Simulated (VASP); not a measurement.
Crystal: MoS2.

```
Mo S
1.0
     3.14878    0.00000    0.00000
    -1.57439    2.72692    0.00000
     0.00000    0.00000   12.08852
Mo S
2 4
Direct
  0.33333 0.66667 0.25000
  0.66667 0.33333 0.75000
  0.33333 0.66667 0.62053
  0.66667 0.33333 0.12053
  0.33333 0.66667 0.87947
  0.66667 0.33333 0.37947
```

Program: VASP 6.6.1. Alike in all runs: task band structure; potentials or basis VASP PAW PBE potentials, release 64 (Mo_sv, S); no spin polarisation; cell as given; k mesh 6 × 6 × 2; cutoff (eV) 520; smearing gaussian 0.03 eV.

Problem. Order these runs on this cell by their band gap on the k mesh, lowest first.
A. level PBE0; exchange at q = 0 truncated
B. level HSE06; screening parameter 0.2 1/A
C. level PBE-EpsX; exchange at q = 0 truncated; share of exact exchange 0.0787

Solution. C (1.17 eV), B (1.36 eV), A (2.01 eV).

A k mesh can miss the band edges.

Runs at the PBE level aren't shown here.
